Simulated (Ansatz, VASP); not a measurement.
Ta2Al3 in VASP and in Ansatz

```
Ta Al
1.0
     4.52145    0.00000    0.00000
    -2.26073    3.91569    0.00000
     0.00000    0.00000    5.54669
Ta Al
2 3
Direct
  0.66667 0.33333 0.88472
  0.33333 0.66667 0.11528
  0.66667 0.33333 0.38272
  0.33333 0.66667 0.61728
  0.00000 0.00000 0.00000
```

Change from the starting cell: species swapped into the Ga3Ni2 type (P-3m1, No. 164).

Alike in both runs: functional PBE; k mesh 6 × 6 × 4; occupations gaussian, width 0.1 eV; no spin polarisation.

Ansatz relaxed the structure, and its values are those at the end. VASP's run is a single point on that final structure, the one shown.

|  | VASP | Ansatz |
| --- | --- | --- |
| version | VASP 6.6.1 | Ansatz 0.2.0 |
| potentials or method | VASP PAW PBE potentials, release 64 (Ta_pv, Al) | scalar-relativistic, plane waves, PAW |
| plane-wave cutoff (eV) | 520 | 420 |
| valence electrons in the cell | 31 | 35 |

```csv
,VASP,Ansatz,Ansatz less VASP
gap on the k mesh at the Fermi level (eV),none,none,-
pressure (GPa),0.0,0.0,-0.01
rms of the force components (eV/Å),0.002,0.004,+0.0014
```

A gap of «none» marks a metal or a gap that the smearing closes. The two sets of potentials don't hold the same shells in valence.

Spin-orbit coupling is left out, which matters for the levels of Ta.
